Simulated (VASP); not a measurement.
Consider the following.

```
CELL_PARAMETERS angstrom
     -1.63400     1.63400     1.63400
      1.63400    -1.63400     1.63400
      1.63400     1.63400    -1.63400
ATOMIC_POSITIONS crystal
  Nb 0.00000 0.00000 0.00000
```

These are PBE GGA, VASP's PBE PAW potentials (set 64) (plane waves; VASP 6.6.1) values and carry that method's errors. Settings: 300 eV cut-off, 11×11×11 Γ-centred mesh, Gaussian smearing of 0.050 eV, potentials Nb_sv.

Problem. Give the energies of bands 5 to 9 at the high-symmetry points, in eV from the Fermi level.

Solution. 
```json
[
 {"band": "5", "Γ": "-5.88", "H": "-3.85", "N": "-3.78", "P": "-1.06"},
 {"band": "6", "Γ": "0.41", "H": "-3.85", "N": "-1.70", "P": "-1.06"},
 {"band": "7", "Γ": "0.41", "H": "5.88", "N": "2.50", "P": "-1.06"},
 {"band": "8", "Γ": "0.41", "H": "5.88", "N": "3.49", "P": "4.33"},
 {"band": "9", "Γ": "3.42", "H": "5.88", "N": "4.19", "P": "4.33"}
]
```

It has no gap at this level: it comes out as a metal or semimetal.

The structure is a typed Nb crystal (Im-3m). The cell was not relaxed at this level.
